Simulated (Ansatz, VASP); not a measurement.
# ZnSe (Stilleite) in two plane-wave programs, part 2 of 2

Aim: how closely do two programs agree when they are given the same cell, functional and k mesh? The cell is taken from a series of runs on this material, whose earlier steps may have relaxed, scaled, displaced or heated it; both programs get it as it stands.

VASP 6.6.1 and Ansatz 0.2.0.

So far. Step 2 (VASP: single point, HSE06, spin-orbit coupling): The k-mesh is coarse for exact exchange; levels may shift by about 0.1 eV on a finer one.

## 3. Ansatz: single point, HSE06, spin-orbit coupling

Level of this step: Ansatz beside VASP: Kohn-Sham DFT, plane waves, HSE06, spin-orbit coupling (Ansatz).

Ansatz runs on its fully relativistic PAW (standard-fr) files.

The same cell, functional and mesh now go to Ansatz, which takes its cutoff from its data sets.

input.yaml

```yaml
crystal:
  lattice:
    - [0.0, 2.8338, 2.8338]
    - [2.8338, 0.0, 2.8338]
    - [2.8338, 2.8338, 0.0]
  atoms:
    - { symbol: Zn, position: [0.0, 0.0, 0.0] }
    - { symbol: Se, position: [0.25, 0.25, 0.25] }
kpoints:
  mp_grid: { grid: [4, 4, 4] }
  band_path:
    path:
      - [0.0, 0.0, 0.0]
      - [-0.5, -0.5, 0.0]
      - [-0.375, -0.375, 0.25]
      - [-0.375, 0.0, 0.375]
      - [0.0, 0.0, 0.5]
      - [-0.5, -0.25, 0.25]
    npoints: 1
hamiltonian:
  xc: hse06
scf:
  occupations: { method: fixed }
  n_extra_bands: 8
magnetization:
  noncollinear: true
  spin_orbit: true
output:
  eigenvalues: true
```

Started as:

```
$ ansatz run input.yaml --threads 3 --pin off --max-ram 92160MiB --backend cuda --devices 1 --max-vram 13GiB --events-out ev --progress --plain --runs-dir out
```

Numbers of over 12 decimals in the logs are rounded to 6 here.

What it wrote:

```text
scf.n_extra_bands = 8 over 28 filled bands (N_el = 28.0): the run solves 36 bands
GPUs: using 1 of 1 available (devices: 1).
Engine: ansatz 0.2.0, x86_64-unknown-linux-gnu
Pseudopotentials: kind: paw_fr
Pseudopotential: Zn, paw_fr, valence charge 12, recommended cutoff 420 eV (normal), Zn.paw.azcp#standard-fr
Pseudopotential: Se, paw_fr, valence charge 16, recommended cutoff 420 eV (normal), Se.paw.azcp#standard-fr
Functional definition: HSE06
  parameter a = 0.25
  parameter omega = 0.11/bohr
  exchange = pbe_x - a*pbe_x_sr(omega) + a*exact_x_sr(omega)
  correlation = pbe_c
davidson cushion auto → on  (no smearing: the cushion is to keep the highest requested band from converging to the state above it; pin scf.eigensolver.cushion to override)
non-collinear run that drives no moment, with spin-orbit: no starting moment large enough to seed its density (crystal.atoms[].spin), no starting occupations that ask for one, no magnetisation constraint and no magnetic field, so the semilocal B_xc is pinned to zero
device memory: the entry about to start is reckoned to put 1.5 GiB on a device that reports 32.2 GiB free (of which the cap on the GPU budget leaves the run 13.0 GiB)
GPU FFT provider: cuFFT
GPU libraries: cuBLAS 13.8.2, cuFFT 12.4.0, cuSOLVER 12.3.4
Crystal: 2 atoms, lattice volume = 45.513 Å³
Basis set: ecut = 420 eV, 893 PW (Γ)
Bands: 36, of which v1, the nominal top of the filled ones, is band 28 counted from 1 (27 counted from 0)
Symmetry: 24 space group operations + 24 with time reversal
Magnetic group: BNS 216.75 (UNI 1577), of the structure as read, at distance tolerance 3.6e-5 Å
k-points: 8 of 64 (time reversal used)
Projection manifold: j_resolved (fully-relativistic pseudo-atomic orbitals)
Non-local potential: Zn, projectors of the file, l = 0: 2, l = 1: 4, l = 2: 6, l = 3: 2
Non-local potential: Se, projectors of the file, l = 0: 2, l = 1: 4, l = 2: 6, l = 3: 2
PAW form: soft (Blöchl's): semilocal exchange-correlation on the pseudo side does not see the compensation charge
PAW frozen core: Zn, regenerated for the run's functional, and the local potential with it (the file was generated under x = pbe(κ = 0.804, μ = 0.219515), c = pbe(β = 0.066725))
PAW frozen core: Se, regenerated for the run's functional, and the local potential with it (the file was generated under x = pbe(κ = 0.804, μ = 0.219515), c = pbe(β = 0.066725))
PAW one-centre angular grid: Zn, 590 points (default); XC on 197 of its mesh's 2673 points in the sphere
PAW one-centre angular grid: Se, 590 points (default); XC on 193 of its mesh's 2701 points in the sphere
Initial density: superposition of atomic densities (chi_scale 0.1, normalization cell, long waves kept (reshape's long-wave potential 0.00 eV rms))
Initial wavefunctions: pseudopotential atomic-orbital guess
GPU buffer pool allocated for 19683 grid points (all kernels)
GPU transforms: local potential and band sums: pruned to the plane-wave sphere, on 25×27×27
Functional: x = pbe(κ = 0.804, μ = 0.219515), c = pbe(β = 0.066725), warm-up for x = pbe(κ = 0.804, μ = 0.219515) + 0.25 (exact − pbe) at short range (hse, ω = 0.207870 Å⁻¹), c = pbe(β = 0.066725); HSE06 as pw.x's `hse` composes it (authors' and Libxc's form: `xc: wpbeh`)
SCF iter   1: F=—  HF=-8790.000912 eV  |F-HF|=—  |Δ(HF+E_count)|=         —  Δρ=5.81e-2  dr2=9.43e-1  dr2_m=0.00e0 (ungated)  ethr=1.00e-1  |M|=0.00e0 ∫|m|=0.00e0 μB  |m|>n=0.0e0 m-floor=0.0e0 τ_xc=0.0e0  β_m=0.30  ⟨swp⟩=5.9  Hψ=1077  notcnv=0
preconditioner: auto → none  [insulator: Δε(μ)=1.071 eV  Ē_g=12.843 eV  n_scr=14 (ndim 8)  ℏωp=23.4 eV  f_vac=0.061]
SCF iter   2: F=—  HF=-8789.741437 eV  |F-HF|=—  |Δ(HF+E_count)|=   2.59e-1  Δρ=2.31e-2  dr2=1.38e-1  dr2_m=0.00e0 (ungated)  ethr=3.37e-3  |M|=0.00e0 ∫|m|=0.00e0 μB  |m|>n=0.0e0 m-floor=0.0e0 τ_xc=0.0e0  β_m=0.35  ⟨swp⟩=3.2  Hψ=796  notcnv=0
SCF iter   3: F=—  HF=-8789.701200 eV  |F-HF|=—  |Δ(HF+E_count)|=   4.02e-2  Δρ=1.28e-2  dr2=4.08e-2  dr2_m=0.00e0 (ungated)  ethr=4.93e-4  |M|=0.00e0 ∫|m|=0.00e0 μB  |m|>n=0.0e0 m-floor=0.0e0 τ_xc=0.0e0  β_m=0.49  ⟨swp⟩=2.9  Hψ=653  notcnv=0  defer=2
iter 4 solved again at ethr=5.49e-6 eV; its pass at ethr=1.46e-4 eV (dr2=1.54e-3 eV) is discarded
SCF iter   4: F=—  HF=-8789.691790 eV  |F-HF|=—  |Δ(HF+E_count)|=   9.41e-3  Δρ=2.23e-3  dr2=1.52e-3  dr2_m=0.00e0 (ungated)  ethr=5.49e-6  |M|=0.00e0 ∫|m|=0.00e0 μB  |m|>n=0.0e0 m-floor=0.0e0 τ_xc=0.0e0  β_m=0.60  ⟨swp⟩=4.1  Hψ=1478  notcnv=0
SCF iter   5: F=—  HF=-8789.692133 eV  |F-HF|=—  |Δ(HF+E_count)|=   3.43e-4  Δρ=3.54e-4  dr2=4.34e-5  dr2_m=0.00e0 (ungated)  ethr=5.44e-6  |M|=0.00e0 ∫|m|=0.00e0 μB  |m|>n=0.0e0 m-floor=0.0e0 τ_xc=0.0e0  β_m=0.68  ⟨swp⟩=3.0  Hψ=786  notcnv=0
SCF iter   6: F=-8789.692185 eV  HF=-8789.692188 eV  |F-HF|=3.05e-6  |Δ(HF+E_count)|=   5.53e-5  Δρ=4.29e-5  dr2=1.21e-6  dr2_m=0.00e0 (ungated)  ethr=1.55e-7  |M|=0.00e0 ∫|m|=0.00e0 μB  |m|>n=0.0e0 m-floor=0.0e0 τ_xc=0.0e0  ⟨swp⟩=3.4  Hψ=925  notcnv=0
SCF 1 stopped early in 6 iterations: F = -8789.692185 eV  dr2 = 1.21e-6
  greatest PAW one-centre occupation: 0.999 electrons in one spin orbital (limit 2), on the Se atom at site 1 (counted from 0), in its partial waves of l = 2
[...]
Frozen-core exchange: fock
SCF iter   1: F=—  HF=-8789.803979 eV  |F-HF|=—  |Δ(HF+E_count)|=         —  Δρ=2.01e-2  dr2=9.38e-2  dr2_m=0.00e0 (ungated)  ethr=4.33e-8  |M|=0.00e0 ∫|m|=0.00e0 μB  |m|>n=0.0e0 m-floor=0.0e0 τ_xc=0.0e0  β_m=0.30  ⟨swp⟩=7.8  Hψ=1784  notcnv=0
preconditioner: auto → none  [insulator: Δε(μ)=2.241 eV  Ē_g=14.418 eV  n_scr=14 (ndim 8)  ℏωp=23.4 eV  f_vac=0.123]
SCF iter   2: F=—  HF=-8789.768972 eV  |F-HF|=—  |Δ(HF+E_count)|=   3.50e-2  Δρ=5.74e-3  dr2=8.74e-3  dr2_m=0.00e0 (ungated)  ethr=4.33e-8  |M|=0.00e0 ∫|m|=0.00e0 μB  |m|>n=0.0e0 m-floor=0.0e0 τ_xc=0.0e0  β_m=0.43  ⟨swp⟩=5.1  Hψ=1404  notcnv=0
SCF iter   3: F=—  HF=-8789.779018 eV  |F-HF|=—  |Δ(HF+E_count)|=   1.00e-2  Δρ=2.91e-3  dr2=2.07e-3  dr2_m=0.00e0 (ungated)  ethr=4.33e-8  |M|=0.00e0 ∫|m|=0.00e0 μB  |m|>n=0.0e0 m-floor=0.0e0 τ_xc=0.0e0  β_m=0.43  ⟨swp⟩=5.0  Hψ=1279  notcnv=0
SCF iter   4: F=—  HF=-8789.778984 eV  |F-HF|=—  |Δ(HF+E_count)|=   3.36e-5  Δρ=7.33e-4  dr2=1.40e-4  dr2_m=0.00e0 (ungated)  ethr=4.33e-8  |M|=0.00e0 ∫|m|=0.00e0 μB  |m|>n=0.0e0 m-floor=0.0e0 τ_xc=0.0e0  β_m=0.63  ⟨swp⟩=4.0  Hψ=1216  notcnv=0
SCF iter   5: F=—  HF=-8789.779244 eV  |F-HF|=—  |Δ(HF+E_count)|=   2.60e-4  Δρ=1.90e-4  dr2=1.37e-5  dr2_m=0.00e0 (ungated)  ethr=4.33e-8  |M|=0.00e0 ∫|m|=0.00e0 μB  |m|>n=0.0e0 m-floor=0.0e0 τ_xc=0.0e0  β_m=0.63  ⟨swp⟩=4.1  Hψ=1136  notcnv=0
SCF iter   6: F=-8789.779240 eV  HF=-8789.779242 eV  |F-HF|=1.64e-6  |Δ(HF+E_count)|=   2.44e-6  Δρ=6.21e-5  dr2=4.22e-6  dr2_m=0.00e0 (ungated)  ethr=3.84e-8  |M|=0.00e0 ∫|m|=0.00e0 μB  |m|>n=0.0e0 m-floor=0.0e0 τ_xc=0.0e0  ⟨swp⟩=3.0  Hψ=766  notcnv=0
SCF 2 stopped early in 6 iterations: F = -8789.779240 eV  dr2 = 4.22e-6
hybrid outer 1: dexx = +1.189e-2 eV, tail = 7.75e-5 eV
GPU FFT provider: cuFFT
GPU libraries: cuBLAS 13.8.2, cuFFT 12.4.0, cuSOLVER 12.3.4
Projection manifold: j_resolved (fully-relativistic pseudo-atomic orbitals)
GPU buffer pool allocated for 19683 grid points (all kernels)
GPU transforms: local potential and band sums: pruned to the plane-wave sphere, on 25×27×27
Exchange kernel: α = 0.2500, screened, ω = 0.2079 Å⁻¹, Wigner–Seitz truncation, v(0) = 1027.1598 eV·Å³, q-mesh 4×4×4, nearest image of the exchange supercell L = 16.03 Å, pair-density grid 15×15×15, without the augmentation charges, whose exchange is taken in its separable form by FFT convolution over the k-point mesh (sized by the pseudopotential files, 24×24×24 at the most), smooth part of the exact exchange by density-matrix convolution in up to 2.02 GiB of GPU memory as planned if the GPU has room (build and FFT work areas not counted)
Frozen-core exchange: fock
SCF iter   1: F=—  HF=-8789.778890 eV  |F-HF|=—  |Δ(HF+E_count)|=         —  Δρ=1.13e-4  dr2=4.25e-6  dr2_m=0.00e0 (ungated)  ethr=1.38e-6  |M|=0.00e0 ∫|m|=0.00e0 μB  |m|>n=0.0e0 m-floor=0.0e0 τ_xc=0.0e0  β_m=0.30  ⟨swp⟩=2.9  Hψ=660  notcnv=0
preconditioner: auto → none  [insulator: Δε(μ)=2.295 eV  Ē_g=14.147 eV  n_scr=14 (ndim 8)  ℏωp=23.4 eV  f_vac=0.124]
SCF iter   2: F=—  HF=-8789.778891 eV  |F-HF|=—  |Δ(HF+E_count)|=   2.74e-7  Δρ=5.52e-5  dr2=8.80e-7  dr2_m=0.00e0 (ungated)  ethr=1.41e-8  |M|=0.00e0 ∫|m|=0.00e0 μB  |m|>n=0.0e0 m-floor=0.0e0 τ_xc=0.0e0  β_m=0.44  ⟨swp⟩=4.0  Hψ=1092  notcnv=0
SCF iter   3: F=—  HF=-8789.778890 eV  |F-HF|=—  |Δ(HF+E_count)|=   2.42e-7  Δρ=2.51e-5  dr2=2.77e-7  dr2_m=0.00e0 (ungated)  ethr=2.07e-9  |M|=0.00e0 ∫|m|=0.00e0 μB  |m|>n=0.0e0 m-floor=0.0e0 τ_xc=0.0e0  β_m=0.53  ⟨swp⟩=3.0  Hψ=742  notcnv=0
SCF iter   4: F=—  HF=-8789.778892 eV  |F-HF|=—  |Δ(HF+E_count)|=   1.36e-6  Δρ=2.07e-5  dr2=1.36e-7  dr2_m=0.00e0 (ungated)  ethr=3.10e-10  |M|=0.00e0 ∫|m|=0.00e0 μB  |m|>n=0.0e0 m-floor=0.0e0 τ_xc=0.0e0  β_m=0.53  ⟨swp⟩=4.2  Hψ=977  notcnv=0  defer=4
iter 5 solved again at ethr=2.32e-12 eV; its pass at ethr=3.10e-10 eV (dr2=6.49e-10 eV) is discarded
SCF iter   5: F=-8789.778892 eV  HF=-8789.778892 eV  |F-HF|=3.16e-9  |Δ(HF+E_count)|=   5.27e-8  Δρ=1.33e-6  dr2=4.49e-9  dr2_m=0.00e0 (ungated)  ethr=2.32e-12  |M|=0.00e0 ∫|m|=0.00e0 μB  |m|>n=0.0e0 m-floor=0.0e0 τ_xc=0.0e0  ⟨swp⟩=3.1  Hψ=1534  notcnv=0
SCF 3 converged in 5 iterations: F = -8789.778892 eV  dr2 = 4.49e-9
hybrid outer 2: dexx = +1.375e-6 eV, tail = 5.50e-8 eV, Δε = 3.45e-3 eV (about 1.36e-4 eV left of the loop's levels)
device memory: the entry about to start is reckoned to put 0.6 GiB on a device that reports 32.1 GiB free (of which the cap on the GPU budget leaves the run 13.0 GiB)
NSCF: frozen V_eff on 6 k-points
hybrid SCF converged: 2 outer / 11 inner (+6 warm-up), last move |dexx| = 1.38e-6 eV, tail = 5.50e-8 eV
Magnetization: |M| = 0.0000 μB,  M = (+0.0000, +0.0000, +0.0000) μB
Absolute magnetization: 0.0000 μB (∫|m|)
  site 0: m = (+0.0000, +0.0000, +0.0000) μB, |m| = 0.0000 μB  (R = 1.01 Å)
  site 1: m = (+0.0000, +0.0000, +0.0000) μB, |m| = 0.0000 μB  (R = 1.01 Å)
Free energy (F): -8789.778892 eV
Frozen-core exchange: fock
Harris-Foulkes:  -8789.778892 eV  (|F-HF|=3.16e-9)
Internal energy: -8789.778892 eV  (E = F + TS)
E sigma→0 (E₀):  -8789.778892 eV
Fermi energy:    6.287490 eV
--- Per-component energies (eV) ---
  E_band       = -454.097363
  E_kinetic    = 249.342500
  E_local      = -4402.168152  (includes V_loc(G=0)·N_el)
  E_nonlocal   = 22.694617
  E_hartree    = 2045.114082
  E_xc         = -192.386261
  E_vxc        = -120.138854  (∫ρ·V_xc dr)
  E_exx        = -110.171792  (= α·E_x^exact, valence–valence)
  E_paw        = -3680.832497  (= ΣΔE_a)
  E_vpaw       = -73.710523  (= ΣTr[D̂ρ^β])
  E_aug_tail   = -0.000895  (compensation charges beyond the density's cutoff)
  E_ewald      = -2720.942845
  E_core_change = -0.427648  (= ΣΔE_core)
  E_smearing   = -0.000000  (= −TS)
  E_closure    = 0.000000  (closes the sum)
  Σ components = -8789.778892   (vs F -8789.778892, Δ=-1.82e-12)
--- Band table (eV; the first three rows and the last of 8) ---
  k-point 0: bands = [... 24 lower, 6.2875, 6.2875, 6.2875, 6.2875, 8.5831, 8.5831, 12.9970, 12.9970, ... 4 higher]
  k-point 1: bands = [... 24 lower, 5.5149, 5.5149, 5.7755, 5.7869, 10.0371, 10.0371, 13.7045, 13.7045, ... 4 higher]
  k-point 2: bands = [... 24 lower, 5.1024, 5.1024, 5.3625, 5.3625, 9.8067, 9.8067, 13.6101, 13.6101, ... 4 higher]
  k-point 7: bands = [... 24 lower, 3.0309, 3.2309, 3.3911, 3.3937, 12.5530, 12.5746, 12.9739, 13.1233, ... 4 higher]
```

## 4. Side by side

Known differences besides the potentials themselves: spin-orbit coupling enters by fully relativistic files in Ansatz and inside the spheres in VASP; exact exchange at q = 0 is treated differently, which shows on coarse meshes; VASP keeps PBE cores, Ansatz makes them for the functional; fixed occupations in Ansatz, narrow Gaussian smearing in VASP; the data sets hold 28 valence electrons in Ansatz (on its fully relativistic PAW (standard-fr) files) and 18 in VASP; the cutoff is 420 eV in Ansatz and 400 eV in VASP; VASP takes a coarser grid for exact exchange (PRECFOCK = Fast). Total energies have different zeros and are not compared.

The two programs side by side:

```csv
quantity,Ansatz,VASP,difference
gap on the k mesh (eV),2.296,2.286,+0.010
```

A gap on the mesh is an upper bound, since the band edges may lie between its points.

## 5. What came out

| Quantity | Value |
| --- | --- |
| difference in gap on the k mesh (single point, HSE06, spin-orbit coupling) | 0.0097 eV |

**Reading.** The difference in gap on the k mesh is 0.0097 eV (single point, HSE06, spin-orbit coupling), within the 0.08 eV picked in this series as the mark of a large difference. The data sets hold unlike numbers of valence electrons (28 in Ansatz and 18 in VASP), so part of the differences comes from the potentials. Such differences can come from data sets, numerical settings and the points named under the comparisons, not from the functional's error against experiment.

[Lines on the potential files, build, host, timing and source positions are cut from VASP's logs without a mark.]

[Logs are printed without paths, hosts, clocks, repeated set-up lines and the standing remarks that a program may print on its own settings, such as how far it seeks lower states.]

[Hosts, paths, dates, database ids (printed as entryN), source tags and the programs' standing remarks are cut or masked in the printed files.]
